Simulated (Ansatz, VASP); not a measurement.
# Cross-check of AlSi6P between VASP and Ansatz, part 3 of 3

Wanted: the spread between two codes on one cell, functional and k mesh. The cell is generated by rule, not measured, and may not be a known phase. The cell is taken from a series of runs on this material, whose earlier steps may have relaxed, scaled, displaced or heated it; both programs get it as it stands.

VASP 6.6.1 and Ansatz 0.2.0.

So far: The structure; Ansatz: zone-centre phonons, PBE; VASP: zone-centre phonons, PBE.

### 3. VASP: zone-centre phonons, PBE (continued)

Level of this step: PBE; plane waves and PAW (Al, P, Si); invented cell (VASP).

Numbers of over 12 decimals in the logs are rounded to 6 here.

OUTCAR, selected parts (step 3):

```text
ion  position               nearest neighbor table
   1  0.000  0.000  0.001-   2 2.42   2 2.42   8 2.42   8 2.42
   2  0.500  0.000  0.133-   3 2.35   3 2.35   1 2.42   1 2.42
   3  0.500  0.500  0.252-   2 2.35   2 2.35   4 2.36   4 2.36
   4  0.000  0.500  0.375-   3 2.36   3 2.36   5 2.37   5 2.37
   5  0.000  0.000  0.499-   6 2.37   6 2.37   4 2.37   4 2.37
   6  0.500  0.000  0.623-   5 2.37   5 2.37   7 2.38   7 2.38
   7  0.500  0.500  0.747-   8 2.36   8 2.36   6 2.38   6 2.38
   8  0.000  0.500  0.870-   7 2.36   7 2.36   1 2.42   1 2.42

  LATTYP: Found a simple orthorhombic cell.
 ALAT       =     3.8789744670
 B/A-ratio  =     1.0013774841
 C/A-ratio  =     2.8319812200

 Subroutine GETGRP returns: Found  4 space group operations
 (whereof  4 operations were pure point group operations)

The static configuration has the point symmetry C_2v.

 Found     75 irreducible k-points:

   k-points           NKPTS =     75   k-points in BZ     NKDIM =     75   number of bands    NBANDS=     24

   dimension x,y,z NGX =    28 NGY =   28 NGZ =   80
   dimension x,y,z NGXF=    56 NGYF=   56 NGZF=  160

   ENCUT  =  500.0 eV  36.75 Ry    6.06 a.u.   7.07  7.08 20.03*2*pi/ulx,y,z

   NELECT =      32.0000    total number of electrons

 k-points in reciprocal lattice and weights: Automatic mesh
   0.00000000  0.00000000  0.00000000       0.004
   0.12500000  0.00000000  0.00000000       0.008
   0.25000000  0.00000000  0.00000000       0.008
   0.37500000  0.00000000  0.00000000       0.008
   0.50000000  0.00000000  0.00000000       0.004
   0.00000000  0.12500000  0.00000000       0.008
   0.12500000  0.12500000  0.00000000       0.016
   0.25000000  0.12500000  0.00000000       0.016
   0.37500000  0.12500000  0.00000000       0.016
[...]
-----------------------------------------------------------------------------------
    total drift:                                0.000000     -0.000000     -0.000067

 Eigenvectors and eigenvalues of the dynamical matrix
 ----------------------------------------------------

   1 f  =   14.916470 THz    93.722943 2PiTHz  497.559870 cm-1    61.689534 meV
             X         Y         Z           dx          dy          dz
      0.000000  0.000000  0.012627     0.073979    0.073979    0.000000
      1.371425  1.371425  1.457061    -0.102854   -0.102854   -0.000000
     -0.001889  2.744738  2.771842     0.388913    0.388913    0.000000
     -1.373314  1.373314  4.120021    -0.400436   -0.400436   -0.000000
      0.000000  0.000000  5.479882     0.265335    0.265335    0.000000
      1.371425  1.371425  6.842203    -0.239905   -0.239905   -0.000000
     -0.001889  2.744738  8.209803     0.159376    0.159376    0.000000
     -1.373314  1.373314  9.554701    -0.137796   -0.137796   -0.000000

   2 f  =   14.630616 THz    91.926871 2PiTHz  488.024816 cm-1    60.507338 meV
             X         Y         Z           dx          dy          dz
      0.000000  0.000000  0.012627     0.000000   -0.000000   -0.129127
      1.371425  1.371425  1.457061    -0.000000   -0.000000    0.173278
     -0.001889  2.744738  2.771842     0.000000    0.000000   -0.365492
     -1.373314  1.373314  4.120021    -0.000000   -0.000000    0.486494
      0.000000  0.000000  5.479882     0.000000    0.000000   -0.502412
      1.371425  1.371425  6.842203    -0.000000   -0.000000    0.436596
     -0.001889  2.744738  8.209803    -0.000000   -0.000000   -0.314051
     -1.373314  1.373314  9.554701     0.000000    0.000000    0.203415

   3 f  =   14.314232 THz    89.938970 2PiTHz  477.471374 cm-1    59.198879 meV
             X         Y         Z           dx          dy          dz
      0.000000  0.000000  0.012627    -0.149656    0.149656    0.000000
      1.371425  1.371425  1.457061     0.036693   -0.036693   -0.000000
     -0.001889  2.744738  2.771842    -0.067492    0.067492   -0.000000
     -1.373314  1.373314  4.120021     0.360381   -0.360381    0.000000
      0.000000  0.000000  5.479882    -0.372203    0.372203   -0.000000
      1.371425  1.371425  6.842203     0.312331   -0.312331    0.000000
     -0.001889  2.744738  8.209803    -0.283733    0.283733   -0.000000
     -1.373314  1.373314  9.554701     0.158862   -0.158862    0.000000

   4 f  =   13.864559 THz    87.113591 2PiTHz  462.471897 cm-1    57.339182 meV
             X         Y         Z           dx          dy          dz
      0.000000  0.000000  0.012627     0.000488    0.000488    0.000000
      1.371425  1.371425  1.457061     0.041379    0.041379   -0.000000
     -0.001889  2.744738  2.771842    -0.265195   -0.265195    0.000000
     -1.373314  1.373314  4.120021     0.251245    0.251245   -0.000000
      0.000000  0.000000  5.479882     0.161902    0.161902   -0.000000
      1.371425  1.371425  6.842203    -0.212570   -0.212570    0.000000
     -0.001889  2.744738  8.209803     0.393248    0.393248   -0.000000
     -1.373314  1.373314  9.554701    -0.372550   -0.372550    0.000000

   5 f  =   13.811281 THz    86.778839 2PiTHz  460.694751 cm-1    57.118844 meV
             X         Y         Z           dx          dy          dz
      0.000000  0.000000  0.012627    -0.000000   -0.000000   -0.113534
      1.371425  1.371425  1.457061     0.000000    0.000000    0.264011
     -0.001889  2.744738  2.771842    -0.000000   -0.000000   -0.476136
     -1.373314  1.373314  4.120021     0.000000    0.000000    0.403127
      0.000000  0.000000  5.479882     0.000000    0.000000    0.048846
      1.371425  1.371425  6.842203    -0.000000   -0.000000   -0.454944
     -0.001889  2.744738  8.209803     0.000000    0.000000    0.523851
     -1.373314  1.373314  9.554701    -0.000000   -0.000000   -0.210740

   6 f  =   13.524106 THz    84.974462 2PiTHz  451.115607 cm-1    55.931182 meV
             X         Y         Z           dx          dy          dz
      0.000000  0.000000  0.012627    -0.030884   -0.030884    0.000000
      1.371425  1.371425  1.457061     0.027905    0.027905   -0.000000
     -0.001889  2.744738  2.771842    -0.151889   -0.151889    0.000000
     -1.373314  1.373314  4.120021     0.119297    0.119297   -0.000000
      0.000000  0.000000  5.479882     0.388276    0.388276    0.000000
      1.371425  1.371425  6.842203    -0.386597   -0.386597    0.000000
     -0.001889  2.744738  8.209803    -0.267115   -0.267115   -0.000000
     -1.373314  1.373314  9.554701     0.298997    0.298997   -0.000000

   7 f  =   13.412754 THz    84.274821 2PiTHz  447.401327 cm-1    55.470670 meV
             X         Y         Z           dx          dy          dz
      0.000000  0.000000  0.012627     0.000000   -0.000000   -0.381487
      1.371425  1.371425  1.457061    -0.000000    0.000000    0.369477
     -0.001889  2.744738  2.771842    -0.000000   -0.000000   -0.249246
     -1.373314  1.373314  4.120021     0.000000   -0.000000   -0.205981
      0.000000  0.000000  5.479882    -0.000000    0.000000    0.461728
      1.371425  1.371425  6.842203    -0.000000    0.000000   -0.184348
     -0.001889  2.744738  8.209803     0.000000   -0.000000   -0.338182
     -1.373314  1.373314  9.554701    -0.000000    0.000000    0.501855

   8 f  =   13.374718 THz    84.035830 2PiTHz  446.132561 cm-1    55.313363 meV
             X         Y         Z           dx          dy          dz
      0.000000  0.000000  0.012627     0.194896   -0.194896    0.000000
      1.371425  1.371425  1.457061    -0.021681    0.021681   -0.000000
     -0.001889  2.744738  2.771842    -0.028323    0.028323    0.000000
     -1.373314  1.373314  4.120021     0.350676   -0.350676   -0.000000
      0.000000  0.000000  5.479882    -0.319523    0.319523   -0.000000
      1.371425  1.371425  6.842203    -0.293390    0.293390    0.000000
     -0.001889  2.744738  8.209803     0.327721   -0.327721    0.000000
     -1.373314  1.373314  9.554701    -0.205415    0.205415   -0.000000

   9 f  =   13.044875 THz    81.963366 2PiTHz  435.130186 cm-1    53.949243 meV
             X         Y         Z           dx          dy          dz
      0.000000  0.000000  0.012627    -0.445133    0.445133   -0.000000
      1.371425  1.371425  1.457061     0.083889   -0.083889    0.000000
     -0.001889  2.744738  2.771842    -0.051773    0.051773   -0.000000
     -1.373314  1.373314  4.120021     0.030542   -0.030542   -0.000000
      0.000000  0.000000  5.479882    -0.007894    0.007894    0.000000
      1.371425  1.371425  6.842203    -0.266097    0.266097    0.000000
     -0.001889  2.744738  8.209803     0.240037   -0.240037   -0.000000
     -1.373314  1.373314  9.554701     0.403384   -0.403384    0.000000

  10 f  =   11.408208 THz    71.679887 2PiTHz  380.536871 cm-1    47.180538 meV
             X         Y         Z           dx          dy          dz
      0.000000  0.000000  0.012627     0.486571    0.486571    0.000000
      1.371425  1.371425  1.457061    -0.492484   -0.492484   -0.000000
     -0.001889  2.744738  2.771842    -0.057248   -0.057248   -0.000000
     -1.373314  1.373314  4.120021     0.123581    0.123581    0.000000
      0.000000  0.000000  5.479882    -0.013269   -0.013269    0.000000
      1.371425  1.371425  6.842203     0.012176    0.012176   -0.000000
     -0.001889  2.744738  8.209803    -0.040131   -0.040131   -0.000000
     -1.373314  1.373314  9.554701     0.014956    0.014956    0.000000

  11 f  =   11.363189 THz    71.397025 2PiTHz  379.035200 cm-1    46.994354 meV
             X         Y         Z           dx          dy          dz
      0.000000  0.000000  0.012627     0.044729   -0.044729    0.000000
      1.371425  1.371425  1.457061     0.491155   -0.491155   -0.000000
     -0.001889  2.744738  2.771842    -0.491206    0.491206   -0.000000
     -1.373314  1.373314  4.120021    -0.024046    0.024046    0.000000
    [... 145 further lines ...]
     -0.001889  2.744738  8.209803     0.249259    0.249259    0.000000
     -1.373314  1.373314  9.554701     0.249221    0.249221    0.000000

 ELASTIC MODULI CONTR FROM IONIC RELAXATION (kBar)
 Direction    XX          YY          ZZ          XY          YZ          ZX
 --------------------------------------------------------------------------------
 XX          -6.3120     -6.3120      4.1074      2.0640      0.0000      0.0000
 YY          -6.3120     -6.3120      4.1074      2.0640      0.0000      0.0000
 ZZ           4.1074      4.1074    -10.6342     -2.1971     -0.0000     -0.0000
 XY           2.0640      2.0640     -2.1971   -253.8663      0.0000      0.0000
 YZ           0.0000      0.0000     -0.0000      0.0000   -238.5404     -8.5775
 ZX           0.0000      0.0000     -0.0000      0.0000     -8.5775   -253.4782
 --------------------------------------------------------------------------------
```

### 4. Comparison

Known differences besides the potentials themselves: the cutoff is 420 eV in Ansatz and 500 eV in VASP. Total energies have different zeros and are not compared.

Both answers:

```
              quantity  Ansatz   VASP  difference
 optical mode 1 (cm⁻¹)    94.9   96.5     -1.65 %
 optical mode 2 (cm⁻¹)   111.0  111.5     -0.44 %
 optical mode 3 (cm⁻¹)   118.1  118.6     -0.42 %
 optical mode 4 (cm⁻¹)   122.7  123.0     -0.28 %
 optical mode 5 (cm⁻¹)   137.9  138.5     -0.39 %
 optical mode 6 (cm⁻¹)   144.4  145.3     -0.57 %
 optical mode 7 (cm⁻¹)   207.3  207.5     -0.06 %
 optical mode 8 (cm⁻¹)   220.0  220.0     +0.03 %
 optical mode 9 (cm⁻¹)   355.0  355.1     -0.02 %
optical mode 10 (cm⁻¹)   377.3  377.1     +0.07 %
optical mode 11 (cm⁻¹)   379.9  379.0     +0.23 %
optical mode 12 (cm⁻¹)   381.2  380.5     +0.17 %
optical mode 13 (cm⁻¹)   435.2  435.1     +0.01 %
optical mode 14 (cm⁻¹)   446.4  446.1     +0.05 %
optical mode 15 (cm⁻¹)   447.8  447.4     +0.08 %
optical mode 16 (cm⁻¹)   451.6  451.1     +0.11 %
optical mode 17 (cm⁻¹)   461.0  460.7     +0.07 %
optical mode 18 (cm⁻¹)   463.0  462.5     +0.11 %
optical mode 19 (cm⁻¹)   477.9  477.5     +0.08 %
optical mode 20 (cm⁻¹)   488.5  488.0     +0.10 %
optical mode 21 (cm⁻¹)   498.1  497.6     +0.11 %
```

Modes are paired by rising frequency, not by their patterns, so a pair may set unlike modes beside each other; they are those without the splitting of longitudinal modes.

### 5. Outcome

* r.m.s. difference of the optical zone-centre modes, each program's sorted by frequency (zone-centre phonons, PBE): 0.57 cm⁻¹
* difference in optical mode 1 (zone-centre phonons, PBE): -1.7 %

In words: The r.m.s. difference of the optical zone-centre modes, each program's sorted by frequency is 0.57 cm⁻¹ (zone-centre phonons, PBE). Among the rows given in per cent, the largest difference of the zone-centre phonons, PBE pair is in optical mode 1, -1.7 %. Such differences can come from data sets, numerical settings and the points named under the comparisons, not from the functional's error against experiment.

[Lines on the potential files, build, host, timing and source positions are cut from VASP's logs without a mark.]

[Logs are printed without paths, hosts, clocks, repeated set-up lines and the standing remarks that a program may print on its own settings, such as how far it seeks lower states.]

[Hosts, paths, dates, database ids (printed as entryN), source tags and the programs' standing remarks are cut or masked in the printed files.]
